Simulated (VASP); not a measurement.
Input of a VASP 6.6.1 run:

The input INCAR:

```
SYSTEM = LiAl20
  ALGO = Fast
  EDIFF = 1E-7
  ENCUT = 520
  GGA = PE
  ISIF = 2
  ISMEAR = -1
  IVDW = 12
  LASPH = .True.
  LCHARG = .False.
  LREAL = Auto
  LWAVE = .False.
  NBANDS = 48
  NELM = 100
  PREC = Accurate
  SIGMA = 0.15
```

The input KPOINTS:

```
k-points
0
Gamma
  3 3 1
  0 0 0
```

File POSCAR:

```
LiAl20
1.0
    5.7275650000      0.0000000000      0.0000000000
    0.0000000000      5.7275650000      0.0000000000
    0.0000000000      0.0000000000     20.1000000000
Al Li
20 1
Direct
    0.0000000000      0.0000000000      0.0497512438
    0.5000030554      0.0000000000      0.0497512438
    0.0000000000      0.5000030554      0.0497512438
    0.5000030554      0.5000030554      0.0497512438
    0.2485174764      0.2561123270      0.1686716418
    0.8117934934      0.2313024819      0.1582388060
    0.2291025942      0.7346228284      0.1739502488
    0.7374512555      0.7644260694      0.1574726368
   -0.0224702819     -0.0019554558      0.2673582090
    0.4554815179     -0.0195021794      0.2647910448
   -0.0457960756      0.4582226478      0.2590049751
    0.5343981256      0.5235034434      0.2452338308
    0.2483952605      0.2471905600      0.3578656716
    0.6826286563      0.2430875948      0.3668656716
    0.2033150213      0.7306944574      0.3451741294
    0.6817207662      0.7757223183      0.3596965174
    0.0525877925      0.0124485711      0.4503930348
    0.5109326564     -0.0616666943      0.4716318408
   -0.0310428603      0.5314125636      0.4414825871
    0.5328791555      0.5094486051      0.4674975124
    0.2590455106      0.2703417595      0.5408955224
```

Potentials or basis: VASP PAW PBE potentials, release 64 (Al, Li_sv).

Command:

```bash
$ cat potpaw_PBE.64/Al/POTCAR potpaw_PBE.64/Li_sv/POTCAR > POTCAR
$ mpirun -np 1 vasp_std > vasp.out
```

(1) What does it give for the dispersion energy per atom?

(2) Estimate the band gap on the k mesh.

(3) Estimate the largest force.

Results:

(1) -0.257 eV.

(2) none (metal or under the smearing width).

(3) 1.900 eV/Å.

Caveat: the k mesh is coarse (spacing up to 0.37 Å⁻¹), so the values aren't converged.
